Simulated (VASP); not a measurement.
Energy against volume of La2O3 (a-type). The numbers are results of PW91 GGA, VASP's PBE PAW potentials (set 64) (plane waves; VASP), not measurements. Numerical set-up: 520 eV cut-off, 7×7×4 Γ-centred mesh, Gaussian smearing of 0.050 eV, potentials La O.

Shape and ions are relaxed at each volume.

| V (Å³/atom) | E (eV/atom) |
|---|---|
| 16.071 | -8.44049 |
| 16.568 | -8.44642 |
| 17.065 | -8.44200 |
| 17.562 | -8.42861 |

Task: Fit these four points and predict the energy of the run at 15.574 Å³/atom.

Result: A cubic in V^(−2/3), the third-order Birch-Murnaghan form, passes through the four points with V0 = 16.59 Å³/atom and B0 = 110 GPa, and gives -8.4226 eV/atom there. The run gave -8.4226 eV/atom, -0.0 meV/atom from the fit; all five points give B0 = 110 GPa.

The compound is La2O3 in the a-type structure. It was relaxed first.
